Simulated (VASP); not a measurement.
B2C:

```
B C
1.0
     2.27500   -3.94000    0.00000
     2.27500    3.94000    0.00000
     0.00000    0.00000    3.10000
B C
4 2
Direct
  0.33340 0.00000 0.00000
  0.66660 0.00000 0.00000
  0.00000 0.66660 0.00000
  0.00000 0.33340 0.00000
  0.66670 0.66670 0.00000
  0.33330 0.33330 0.00000
```

The cell was built by a generator and needn't be a form met in nature.

```yaml
Program: VASP 6.6.1
Task: relaxation of cell and atoms
Functional: PBE
Potentials_or_basis: VASP PAW PBE potentials, release 64 (B, C)
Cutoff: 520 eV
k_mesh: 4 × 4 × 6
Occupations: gaussian, width 0.15 eV
Spin: no spin polarisation
```

At the start: pressure 27.7 GPa; volume 9.26 Å³/atom.

**Question.** Where does the relaxation end?

**Answer.** Over 22 steps the energy falls by 340.7 meV/atom and the volume is 9.43 Å³/atom (+1.8 %); space group Cmmm (No. 65, to 0.05 Å).

The path:
| step | energy change (eV) | largest force (eV/Å) | pressure (GPa) | volume (Å³) |
| --- | --- | --- | --- | --- |
| 1 | 0.0000 | 3.7371 | 27.74 | 55.57 |
| 2 | -0.8723 | 2.0018 | -16.77 | 69.16 |
| 3 | -1.7672 | 0.4447 | -4.30 | 62.79 |
| 4 | -1.7702 | 0.5215 | -3.51 | 62.52 |
| 5 | -1.7702 | 0.5747 | -3.08 | 62.38 |
| 6 | -1.7910 | 1.5795 | 1.07 | 60.92 |
| 7 | -1.8031 | 0.6982 | -0.57 | 61.45 |
| 8 | -1.8570 | 0.7776 | -0.02 | 60.52 |
| 9 | -1.9268 | 0.5519 | 1.22 | 58.83 |
| 10 | -1.8351 | 1.3877 | 6.71 | 55.48 |
| 11 | -1.9397 | 0.5521 | 1.83 | 58.21 |
| 12 | -1.9434 | 0.5400 | 3.15 | 57.33 |
| 13 | -1.9590 | 0.5619 | 3.03 | 57.07 |
| 14 | -1.9683 | 0.6822 | 2.81 | 56.53 |
| 15 | -1.9909 | 0.5413 | 1.89 | 56.65 |
| 16 | -2.0258 | 0.2524 | -0.54 | 57.00 |
| 17 | -2.0275 | 0.3512 | -1.13 | 57.09 |
| 18 | -2.0318 | 0.2680 | -1.05 | 57.02 |
| 19 | -2.0407 | 0.1513 | -0.75 | 56.82 |
| 20 | -2.0389 | 0.4356 | 0.03 | 56.42 |
| 21 | -2.0432 | 0.1709 | -0.41 | 56.65 |
| 22 | -2.0444 | 0.0488 | -0.09 | 56.57 |

Final structure:
```xyz
6
Lattice="2.3464 -4.2723 0.0000 2.3464 4.2723 0.0000 0.0000 0.0000 2.8214" Properties=species:S:1:pos:R:3 pbc="T T T"
B     0.9246   -1.3553    0.0000
B     3.7682    1.3553    0.0000
B     3.7682   -1.3553    2.8214
B     0.9246    1.3553    0.0000
C     3.0736    0.0000    2.8214
C     1.6192    0.0000    0.0000
```

Caveat: the k mesh is coarse (spacing up to 0.40 Å⁻¹), so the values aren't converged; this functional lacks dispersion, which binds the layers, so the pressure and a relaxed spacing across them are unreliable.
